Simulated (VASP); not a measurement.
An input for Ansatz (written as the equivalent of a VASP run, and not itself run):

Ansatz 0.2 input:
```yaml
crystal:
  lattice:
    - [2.8630900, 0.0000000, 0.0000000]
    - [0.0000000, 2.9671610, 0.0000000]
    - [0.0000000, 0.0000000, 2.9642270]
  atoms:
    - { symbol: Al, position: [0.5000000, 0.5000000, 0.5000000] }
    - { symbol: Ni, position: [0.0091040, 0.0000000, 0.0000000] }
kpoints:
  mp_grid: { grid: [11, 11, 11] }
hamiltonian:
  xc: pbe
  pseudopotentials: { kind: paw }
  hubbard:
    sites:
      - { species: Ni, l: d, u_eff: 1 }
scf:
  occupations: { method: methfessel_paxton, width: 0.1 }
  max_iter: 100
output: { forces: true, stress: true, eigenvalues: true }
```

Q: Write the VASP files for the same calculation (PBE+U).

A: Several could match; the one computed here: 
### POSCAR
```
NiAl
1.0
  2.8630900000   0.0000000000   0.0000000000
  0.0000000000   2.9671610000   0.0000000000
  0.0000000000   0.0000000000   2.9642270000
Al Ni
1 1
Cartesian
  1.4315450000   1.4835805000   1.4821135000
  0.0260655714   0.0000000000   0.0000000000
```

INCAR:
```
LDAUL  =  -1 2
LDAUU  =  0 1.0
ISMEAR  =  1   # Methfessel-Paxton
LCHARG  =  .False.
SIGMA  =  0.1
SYSTEM  =  NiAl
GGA  =  PE
LDAUJ  =  0 0
LORBIT  =  10
ISIF  =  2   # forces and stress, cell fixed
EDIFF  =  1E-6   # SCF stop (eV)
PREC  =  Accurate
LDAUPRINT  =  1
LDAU  =  .True.
ALGO  =  Normal   # blocked Davidson
LREAL  =  .False.   # projection in real space or not
LMAXMIX  =  4   # l cut-off of mixed one-centre charges
LASPH  =  .True.
ENCUT  =  400
NELM  =  100
LWAVE  =  .False.
LDAUTYPE  =  2   # Dudarev
```

### KPOINTS
```
kpoints
0
G
  11 11 11
```

POTCAR, in this order: Al Ni (PBE.64 set). Program: vasp_std.

The two are equivalent in intent, not identical: each code has its own PAW files, so the cut-off isn't converted (ENCUT is set for VASP's; basis.ecutwfc is left out, and Ansatz then takes the one that its files recommend); Ansatz stops its SCF on the density residual and VASP on the energy change (EDIFF); the +U projectors differ, so the same U acts differently.

The compound is NiAl in the CsCl type structure. The cell was not relaxed at this level, atoms are displaced from their ideal sites. The run is one of a series of settings (LDAU = .TRUE., LDAUJ = 0 0, LDAUL = -1 2, LDAUTYPE = 2, LDAUU = 0 1.0 against the base run), some of them coarse on purpose.
